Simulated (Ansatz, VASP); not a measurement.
# GaCuSe2: VASP beside Ansatz, part 2 of 3

Wanted: the spread between two codes on one cell, functional and k mesh. Of the first pair: The cell is taken from a series of runs on this material, whose earlier steps may have relaxed, scaled, displaced or heated it; both programs get it as it stands.

VASP 6.6.1 and Ansatz 0.2.0.

So far: Set-up; Ansatz: relaxation of cell and atoms, LDA.

## (3) VASP: relaxation of cell and atoms, LDA

Level of this step: LDA, no spin polarisation; plane waves and PAW (Cu, Ga_d, Se) (VASP).

The same cell, functional (in two slightly different forms), mesh and smearing now go to VASP, with its own data sets.

Lines of VASP's logs that name or quote its potential files are left out, and so is its time.

Contents of INCAR:

```
SYSTEM = GaCuSe2
PREC = Accurate
ENCUT = 600
EDIFF = 1E-07
NELM = 120
ISMEAR = 0
SIGMA = 0.01
LREAL = .FALSE.
ALGO = Normal
GGA = PW92
NBANDS = 44
LASPH = .TRUE.
LORBIT = 11
LWAVE = .FALSE.
LCHARG = .FALSE.
ISIF = 3
IBRION = 2
NSW = 80
EDIFFG = -0.005
GGA_COMPAT = .FALSE.
NELMIN = 4
EFERMI = MIDGAP
KPAR = 2
```

Contents of POSCAR:

```
GaCuSe2
1.0
   -2.7543370000      2.7543370000      5.4793750000
    2.7543370000     -2.7543370000      5.4793750000
    2.7543370000      2.7543370000     -5.4793750000
Cu Ga Se
2 2 4
Direct
    0.0000000000      0.0000000000      0.0000000000
    0.7500000000      0.2500000000      0.5000000000
    0.5000000000      0.5000000000      0.0000000000
    0.2500000000      0.7500000000      0.5000000000
    0.3750000000      0.3659249032      0.4909249032
    0.6340750969      0.1250000000      0.0090750968
    0.8750000000      0.8840750968      0.5090750968
    0.1159249032      0.6250000000      0.9909249032
```

Contents of KPOINTS:

```
Automatic mesh
0
Gamma
8 8 8
0 0 0
```

Potentials, in the order of the species: Cu, Ga_d and Se (LDA family, release 64).

Launch:

```
mpirun -np 2 vasp_std
```

Numbers of over 12 decimals in the logs are rounded to 6 here.

The log of the run:

```text
[banner, memory and clock lines left out]
running    2 mpi-ranks, on    1 nodes
 distrk:  each k-point on    1 cores,    2 groups
 distr:  one band on    1 cores,    1 groups

 POSCAR found type information on POSCAR CuGaSe
 POSCAR found :  3 types and       8 ions
|                                                                             |
|               ----> ADVICE to this user running VASP <----                  |
|                                                                             |
|     You enforced a specific xc type in the INCAR file but a different       |
|     [... a line on the potential file left out ...]
|     I HOPE YOU KNOW WHAT YOU ARE DOING!                                     |
|                                                                             |

 LDA part: xc-table for (Slater(with rela. corr.)+PW92), standard interpolation
 POSCAR, INCAR and KPOINTS ok, starting setup
 FFT: planning ... GRIDC
 FFT: planning ... GRID_SOFT
 FFT: planning ... GRID
 WAVECAR not read
 entering main loop
       N       E                     dE             d eps       ncg     rms          rms(c)
DAV:   1     0.756701444708E+03    0.75670E+03   -0.34466E+04  5324   0.245E+03
DAV:   2     0.108640338546E+03   -0.64806E+03   -0.62833E+03  5272   0.619E+02
DAV:   3    -0.271991726490E+02   -0.13584E+03   -0.13122E+03  6244   0.232E+02
DAV:   4    -0.384912234234E+02   -0.11292E+02   -0.11147E+02  7416   0.650E+01
DAV:   5    -0.388341886261E+02   -0.34297E+00   -0.34175E+00  7496   0.124E+01    0.128E+01
DAV:   6    -0.387897910307E+02    0.44398E-01   -0.34825E+01  7216   0.997E+01    0.918E+00
DAV:   7    -0.368673514307E+02    0.19224E+01   -0.85890E+00  6908   0.723E+01    0.376E+00
DAV:   8    -0.370529221426E+02   -0.18557E+00   -0.35070E+00  7952   0.225E+01    0.301E+00
DAV:   9    -0.369293529993E+02    0.12357E+00   -0.95028E-01  7356   0.182E+01    0.407E-01
DAV:  10    -0.369317276336E+02   -0.23746E-02   -0.57813E-02  7940   0.377E+00    0.184E-01
DAV:  11    -0.369319739170E+02   -0.24628E-03   -0.93109E-03  7672   0.152E+00    0.105E-01
DAV:  12    -0.369318102072E+02    0.16371E-03   -0.12656E-03  7692   0.763E-01    0.120E-02
DAV:  13    -0.369318176581E+02   -0.74509E-05   -0.10527E-04  7984   0.104E-01    0.120E-02
DAV:  14    -0.369318184725E+02   -0.81447E-06   -0.29998E-05  7312   0.963E-02    0.810E-03
DAV:  15    -0.369318170928E+02    0.13797E-05   -0.97159E-06  7108   0.729E-02    0.242E-03
DAV:  16    -0.369318171694E+02   -0.76629E-07   -0.15313E-06  6772   0.121E-02    0.748E-04
DAV:  17    -0.369318171505E+02    0.18924E-07   -0.34323E-08  3364   0.363E-03
   1 F= -.36931817E+02 E0= -.36931817E+02  d E =-.369318E+02
[...]
2 F= -.36932262E+02 E0= -.36932262E+02  d E =-.445267E-03
[...]
3 F= -.36932351E+02 E0= -.36932351E+02  d E =-.533866E-03
[...]
4 F= -.36932351E+02 E0= -.36932351E+02  d E =-.533710E-03
[...]
5 F= -.36932369E+02 E0= -.36932369E+02  d E =-.178032E-04
 trial-energy change:   -0.000018  1 .order   -0.000018   -0.000023   -0.000013
 step:   2.1678(harm=  2.1678)  dis= 0.00118  next Energy=   -36.932378 (dE=-0.269E-04)
 bond charge predicted
       N       E                     dE             d eps       ncg     rms          rms(c)
DAV:   1    -0.369323640127E+02    0.47134E-05   -0.14018E-03  5304   0.149E-01    0.156E-02
DAV:   2    -0.369323756313E+02   -0.11619E-04   -0.13364E-04  7352   0.618E-02    0.488E-03
DAV:   3    -0.369323754659E+02    0.16540E-06   -0.35582E-06  7400   0.227E-02    0.414E-03
DAV:   4    -0.369323753632E+02    0.10271E-06   -0.82146E-07  6004   0.168E-02    0.263E-03
DAV:   5    -0.369323752691E+02    0.94023E-07   -0.23486E-07  3752   0.928E-03
   6 F= -.36932375E+02 E0= -.36932375E+02  d E =-.244088E-04
 curvature:  -1.08 expect dE=-0.393E-05 dE for cont linesearch -0.104E-07
 trial: gam= 0.14953 g(F)=  0.989E-09 g(S)=  0.364E-05 ort =-0.488E-06 (trialstep = 0.119E+01)
 search vector abs. value=  0.405E-05
 reached required accuracy - stopping structural energy minimisation
```

Parts of OUTCAR (step 3):

```text
ion  position               nearest neighbor table
   1  0.000  0.000  0.000-   6 2.35   7 2.35   8 2.35   5 2.35
   2  0.750  0.250  0.500-   5 2.35   7 2.35   8 2.35   6 2.35
   3  0.500  0.500  0.000-   7 2.41   8 2.41   5 2.41   6 2.41
   4  0.250  0.750  0.500-   5 2.41   7 2.41   8 2.41   6 2.41
   5  0.375  0.366  0.491-   2 2.35   1 2.35   3 2.41   4 2.41
   6  0.634  0.125  0.009-   1 2.35   2 2.35   3 2.41   4 2.41
   7  0.875  0.884  0.509-   1 2.35   2 2.35   3 2.41   4 2.41
   8  0.116  0.625  0.991-   1 2.35   2 2.35   4 2.41   3 2.41

  LATTYP: Found a body centered tetragonal cell.
 ALAT       =     5.5086740000
 C/A-ratio  =     1.9893625943

 Subroutine GETGRP returns: Found  8 space group operations
 (whereof  4 operations were pure point group operations)

The static configuration has the point symmetry S_4 .
 The point group associated with its full space group is D_2d.

 Found     59 irreducible k-points:

   k-points           NKPTS =     59   k-points in BZ     NKDIM =     59   number of bands    NBANDS=     44

   dimension x,y,z NGX =    54 NGY =   54 NGZ =   54
   dimension x,y,z NGXF=   108 NGYF=  108 NGZF=  108

   ENCUT  =  600.0 eV  44.10 Ry    6.64 a.u.  13.43 13.43 13.43*2*pi/ulx,y,z

   NELECT =      72.0000    total number of electrons

 k-points in reciprocal lattice and weights: Automatic mesh
   0.00000000  0.00000000  0.00000000       0.002
   0.12500000  0.00000000 -0.00000000       0.016
   0.25000000  0.00000000 -0.00000000       0.016
   0.37500000 -0.00000000  0.00000000       0.016
   0.50000000  0.00000000 -0.00000000       0.008
   0.12500000  0.12500000 -0.00000000       0.016
   0.25000000  0.12500000 -0.00000000       0.031
   0.37500000  0.12500000  0.00000000       0.031
   0.50000000  0.12500000 -0.00000000       0.031
[...]
-0.37500000 -0.37500000  0.37500000       0.004
   0.50000000  0.50000000  0.50000000       0.002

 average (electrostatic) potential at core
       1 -67.1232       2 -67.1232       3 -67.6254       4 -67.6254       5 -60.5087
       6 -60.5087       7 -60.5087       8 -60.5087

 E-fermi :   4.4634

 k-point     1 :       0.0000    0.0000    0.0000
  band No.  band energies     occupation
    ...
     32       2.3823      2.00000
     33       2.4785      2.00000
     34       4.2703      2.00000
     35       4.2703      2.00000
     36       4.3574      2.00000
     37       4.5694      0.00000
     38       6.0976      0.00000
     39       6.4567      0.00000
     40       8.2650      0.00000
     41       8.2650      0.00000
    ...

 k-point     2 :       0.1250    0.0000   -0.0000
  band No.  band energies     occupation
    ...
     32       2.4994      2.00000
     33       2.5292      2.00000
     34       3.5928      2.00000
     35       4.1008      2.00000
     36       4.2643      2.00000
     37       5.3157      0.00000
     38       6.3565      0.00000
     39       6.6342      0.00000
     40       7.9856      0.00000
     41       8.0938      0.00000
    ...

 k-point     3 :       0.2500    0.0000   -0.0000
  band No.  band energies     occupation
    ...
     32       2.5798      2.00000
     33       2.6203      2.00000
     34       3.1232      2.00000
     35       3.6852      2.00000
     36       4.0695      2.00000
     37       6.0022      0.00000
     38       6.7894      0.00000
     39       7.0981      0.00000
     40       7.5923      0.00000
     41       7.7890      0.00000
    ...

  Total        0.0150698      0.0150698      0.0122516      0.0000000      0.0000000      0.0000000
  in kB        0.1446980      0.1446980      0.1176382      0.0000000      0.0000000      0.0000000
  external PRESSURE =       0.1356781 kB  Pullay stress =       0.0000000 kB

  energy-cutoff  :      600.00
  volume of cell :      166.86
      direct lattice vectors                 reciprocal lattice vectors
    -2.757476876  2.757476876  5.486186773     0.000000000  0.181325183  0.091137984
     2.757476876 -2.757476876  5.486186773     0.181325183  0.000000000  0.091137984
     2.757476876  2.757476876 -5.486186773     0.181325183  0.181325183  0.000000000

 POSITION                                       TOTAL-FORCE (eV/Angst)
 -----------------------------------------------------------------------------------
      0.00000      0.00000      0.00000         0.000000     -0.000000      0.000000
      0.00000      2.75748      2.74309         0.000000     -0.000000     -0.000000
      0.00000      0.00000      5.48619         0.000000     -0.000000     -0.000000
      2.75748      0.00000      2.74309         0.000000     -0.000000     -0.000000
      1.33034      1.37874      1.37155        -0.000072     -0.000000      0.000000
     -1.37874      1.42714      4.11464         0.000000      0.000072     -0.000000
      1.42714      1.37874      6.85773         0.000072     -0.000000     -0.000000
      4.13622      1.33034     -1.37155         0.000000     -0.000072      0.000000
 -----------------------------------------------------------------------------------
    total drift:                                0.000003      0.000003      0.000003

  FREE ENERGIE OF THE ION-ELECTRON SYSTEM (eV)
  ---------------------------------------------------
  free  energy   TOTEN  =       -36.9323752691 eV

  energy  without entropy=      -36.9323752691  energy(sigma->0) =      -36.93237527

 reached required accuracy - stopping structural energy minimisation

 total charge
# of ion       s       p       d       tot
------------------------------------------
    1        0.401   0.398   9.274  10.073
    2        0.401   0.398   9.274  10.073
    3        0.888   0.756  10.027  11.671
    4        0.888   0.756  10.027  11.671
    5        1.449   2.398   0.056   3.904
    6        1.449   2.398   0.056   3.904
    7        1.449   2.398   0.056   3.904
    8        1.449   2.398   0.056   3.904
--------------------------------------------------
tot          8.376  11.901  38.825  59.102

[... 3 further parts left out ...]
```

CONTCAR:

```
GaCuSe2
   1.00000000000000
    -2.7574768761586785    2.7574768761586785    5.4861867732385585
     2.7574768761586785   -2.7574768761586785    5.4861867732385585
     2.7574768761586785    2.7574768761586785   -5.4861867732385585
  Cu              Ga              Se
     2     2     4
Direct
     0.0000000000000000    0.0000000000000000    0.0000000000000000
     0.7500000000000000    0.2500000000000000    0.5000000000000000
     0.5000000000000000    0.5000000000000000    0.0000000000000000
     0.2500000000000000    0.7500000000000000    0.5000000000000000
     0.3750000000000000    0.3662236201709157    0.4912236201709157
     0.6337763799290861    0.1250000000000000    0.0087763798290843
     0.8750000000000000    0.8837763798290843    0.5087763798290843
     0.1162236201709157    0.6250000000000000    0.9912236201709157
```

The run keeps the 8 symmetry operations of its start, so it cannot find a distortion of lower symmetry.

## (4) Side by side

Known differences besides the potentials themselves: the data sets hold 128 valence electrons in Ansatz (on its PAW soft_1 files) and 72 in VASP; the cutoff is 420 eV in Ansatz and 600 eV in VASP; VASP's log shows a relativistic correction to its local exchange, Ansatz's none; Ansatz adds a Pulay correction to the stress that steers its cell, VASP none. Total energies have different zeros and are not compared.

The two programs side by side:

```tsv
quantity	Ansatz	VASP	difference
volume (Å³)	166.28	166.86	-0.35 %
edge a after relaxation, in the typed setting (Å)	6.723	6.731	-0.11 %
```

## (5) Ansatz: relaxation, LDA

The two programs are compared at the cell with which this relaxation starts, whose forces are those of its first step.

The structure compared here is the start of the Ansatz relaxation; VASP solves that cell, so the two are compared at the walk's first step.

Contents of input.yaml:

```yaml
crystal:
  lattice:
    - [-2.6980857434, 2.6980857434, 5.3677344554]
    - [2.6980857434, -2.6980857434, 5.3677344554]
    - [2.6980857434, 2.6980857434, -5.3677344554]
  atoms:
    - { symbol: Cu, position: [0.0, 0.0, 0.0] }
    - { symbol: Cu, position: [0.75, 0.25, 0.5] }
    - { symbol: Ga, position: [0.5, 0.5, 0.0] }
    - { symbol: Ga, position: [0.25, 0.75, 0.5] }
    - { symbol: Se, position: [0.375, 0.3655440683, 0.4905440683] }
    - { symbol: Se, position: [0.6344559317, 0.125, 1.0094559317] }
    - { symbol: Se, position: [0.875, 0.8844559317, 0.5094559317] }
    - { symbol: Se, position: [0.1155440683, 0.625, -0.0094559317] }
kpoints:
  mp_grid: { grid: [8, 8, 8] }
hamiltonian:
  xc: lda
  pseudopotentials: { kind: paw, azcp: { folder: soft_1 }, xc_functional: pbe }
scf:
  occupations: { method: gaussian, width: 0.01 }
output:
  forces: true
  stress: true
  eigenvalues: true
relax:
  adjacent_minimum: "off"
  f_tol: 0.001
  max_steps: 60
  cell: { stress_tol: 0.01, fix: [volume] }
```

Launch:

```
ansatz run input.yaml --threads 4 --pin off --max-ram 16384MiB --backend cpu --events-out ev --progress --plain --runs-dir out
```

The log of the run:

```text
[...]
Crystal: 8 atoms, lattice volume = 156.301 Å³
Basis set: ecut = 420 eV, 3009 PW (Γ)
Bands: 77, of which v1, the nominal top of the filled ones, is band 64 counted from 1 (63 counted from 0)
Symmetry: 8 space group operations
[...]
k-points: 59 of 512 (time reversal used)
[...]
- [2.698241, 2.698241, -5.367117]
  atoms:
    - { symbol: Cu, position: [0, 0, 0] }
    - { symbol: Cu, position: [0.75, 0.25, 0.5] }
    - { symbol: Ga, position: [0.5, 0.5, 0] }
    - { symbol: Ga, position: [0.25, 0.75, 0.5] }
    - { symbol: Se, position: [0.375, 0.365378, 0.490378] }
    - { symbol: Se, position: [0.634622, 0.125000, 1.009622] }
    - { symbol: Se, position: [0.875000, 0.884622, 0.509622] }
    - { symbol: Se, position: [0.115378, 0.625, -0.00962241] }
[key lines of the parts left out:]
SCF converged after 6 iterations
Free energy (F): -42061.948433 eV
Fermi energy:    10.072535 eV
P = ⅓ Tr σ = 5.5911 GPa (55.911 kbar)
```

## (6) VASP: single point, LDA, start cell, pair 2

The same cell, functional (in two slightly different forms), mesh and smearing now go to VASP, with its own data sets.

Contents of INCAR:

```
SYSTEM = GaCuSe2
PREC = Accurate
ENCUT = 520
EDIFF = 1E-06
NELM = 120
ISMEAR = 0
SIGMA = 0.01
LREAL = .FALSE.
ALGO = Normal
GGA = PW92
NBANDS = 44
LASPH = .TRUE.
LORBIT = 11
LWAVE = .FALSE.
LCHARG = .FALSE.
ISIF = 2
GGA_COMPAT = .FALSE.
EFERMI = MIDGAP
KPAR = 2
```

Contents of POSCAR:

```
GaCuSe2
1.0
   -2.6980860000      2.6980860000      5.3677340000
    2.6980860000     -2.6980860000      5.3677340000
    2.6980860000      2.6980860000     -5.3677340000
Cu Ga Se
2 2 4
Direct
    0.0000000000      1.0000000000      0.0000000000
    0.7500000000      0.2500000000      0.5000000000
    0.5000000000      0.5000000000      0.0000000000
    0.2500000000      0.7500000000      0.5000000000
    0.3750000000      0.3655440838      0.4905440838
    0.6344559162      0.1250000000      0.0094559162
    0.8750000000      0.8844559162      0.5094559162
    0.1155440838      0.6250000000      0.9905440838
```

KPOINTS is that of step 3.

Launch:

```
mpirun -np 2 vasp_std
```

The log of the run:

```text
[banner, memory and clock lines left out]
running    2 mpi-ranks, on    1 nodes
[...]
[... a notice as in an earlier step ...]

 LDA part: xc-table for (Slater(with rela. corr.)+PW92), standard interpolation
 POSCAR, INCAR and KPOINTS ok, starting setup
[...]
entering main loop
       N       E                     dE             d eps       ncg     rms          rms(c)
DAV:   1     0.726078260192E+03    0.72608E+03   -0.31734E+04  5332   0.228E+03
DAV:   2     0.100323164921E+03   -0.62576E+03   -0.60656E+03  5240   0.586E+02
DAV:   3    -0.284313368158E+02   -0.12875E+03   -0.12481E+03  6240   0.222E+02
DAV:   4    -0.384972057320E+02   -0.10066E+02   -0.99434E+01  7352   0.614E+01
[...]
DAV:  14    -0.367468002599E+02   -0.48328E-06   -0.35121E-05  7004   0.964E-02    0.931E-03
DAV:  15    -0.367467982901E+02    0.19698E-05   -0.10191E-05  5460   0.758E-02    0.260E-03
DAV:  16    -0.367467984430E+02   -0.15290E-06   -0.26263E-06  3984   0.114E-02
   1 F= -.36746798E+02 E0= -.36746798E+02  d E =0.000000E+00
```

Parts of OUTCAR (step 6):

```text
  Total        5.7967218      5.7967218      5.7762470      0.0000000      0.0000000      0.0000000
  in kB       59.4197042     59.4197042     59.2098263      0.0000000      0.0000000      0.0000000
  external PRESSURE =      59.3497449 kB  Pullay stress =       0.0000000 kB

 POSITION                                       TOTAL-FORCE (eV/Angst)
 -----------------------------------------------------------------------------------
      0.00000      0.00000      0.00000        -0.000000      0.000000      0.000000
      0.00000      2.69809      2.68387        -0.000000      0.000000      0.000000
      0.00000      0.00000      5.36773        -0.000000      0.000000      0.000000
      2.69809      0.00000      2.68387        -0.000000      0.000000     -0.000000
      1.29802      1.34904      1.34193         0.001516      0.000000      0.000000
     -1.34904      1.40007      4.02580        -0.000000     -0.001516      0.000000
      1.40007      1.34904      6.70967        -0.001516     -0.000000      0.000000
      4.04713      1.29802     -1.34193         0.000000      0.001516      0.000000
 -----------------------------------------------------------------------------------
    total drift:                               -0.000002     -0.000002      0.000001

  FREE ENERGIE OF THE ION-ELECTRON SYSTEM (eV)
  ---------------------------------------------------
  free  energy   TOTEN  =       -36.7467984430 eV

  energy  without entropy=      -36.7467984430  energy(sigma->0) =      -36.74679844

[... 1 part as in an earlier step ...]

[... 2 further parts left out ...]
[key lines of the parts left out:]
E-fermi :   5.3382
```

The run ends at a pressure of 5.93 GPa, with forces up to 0.0015 eV/Å.

## (7) Differences

What differs besides the data sets and the points named for the pairs above, as far as they apply: the data sets hold 128 valence electrons in Ansatz (on its PAW soft_1 files) and 72 in VASP; the cutoff is 420 eV in Ansatz and 520 eV in VASP. Total energies have different zeros and are not compared.

At this near-relaxed geometry the largest component of a force difference is 13 meV/Å.

[end of part 2 of 3]

[Lines on the potential files, build, host, timing and source positions are cut from VASP's logs without a mark.]

[Logs are printed without paths, hosts, clocks, repeated set-up lines and the standing remarks that a program may print on its own settings, such as how far it seeks lower states.]

[Hosts, paths, dates, database ids (printed as entryN), source tags and the programs' standing remarks are cut or masked in the printed files.]
